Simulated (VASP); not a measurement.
Ge: relaxation of the atoms with PBE

The system is Ge.

```
Ge
1.0
     0.00000    2.86117    2.86117
     2.86117    0.00000    2.86117
     2.86117    2.86117    0.00000
Ge
2
Direct
  0.00000 0.00000 0.00000
  0.25000 0.25000 0.25000
```

The cell isn't the ideal one: a relaxed cell with its volume scaled by 0.98.

```json
{
 "Program": "VASP 6.6.1",
 "Task": "relaxation of the atoms",
 "Functional": "PBE",
 "Potentials or basis": "VASP PAW PBE potentials, release 64 (Ge_d)",
 "Cutoff": "600 eV",
 "k mesh": "10 × 10 × 10",
 "Occupations": "gaussian, width 0.03 eV",
 "Spin": "no spin polarisation",
 "Further INCAR settings": "ALGO = Normal; EDIFF = 1e-07; IBRION = 2; EDIFFG = -0.01; NSW = 40"
}
```

| Item | Value |
| --- | --- |
| Pressure after relaxing | 1.2 GPa |
| Band gap on the k mesh | none (metal or under the smearing width) |

Final structure:
```
Ge
1.0
     0.00000    2.86117    2.86117
     2.86117    0.00000    2.86117
     2.86117    2.86117    0.00000
Ge
2
Cartesian
  0.0000 0.0000 0.0000
  1.4306 1.4306 1.4306
```

Levels at points of the mesh, in eV from the Fermi level:
| k point | band 10 | band 11 | band 12 | band 13 | band 14 | band 15 | band 16 | band 17 | band 18 |
| --- | --- | --- | --- | --- | --- | --- | --- | --- | --- |
| (0.00, 0.00, 0.00) | -24.54 | -12.53 | -0.28 | -0.01 | -0.01 | -0.01 | 2.53 | 2.53 | 2.53 |
| (0.50, 0.00, 0.00) | -24.52 | -10.52 | -7.45 | -1.36 | -1.36 | 0.07 | 3.72 | 3.72 | 7.11 |
| (0.50, 0.50, 0.00) | -24.50 | -8.77 | -8.77 | -2.97 | -2.97 | 0.79 | 0.79 | 9.23 | 9.23 |

Wall time 13 s on 1 thread of Intel(R) Xeon(R) 6975P-C (Granite Rapids) (shared host), peak memory 0.19 GiB.

Caveat: the relaxation stopped at its first step, so nothing moved.
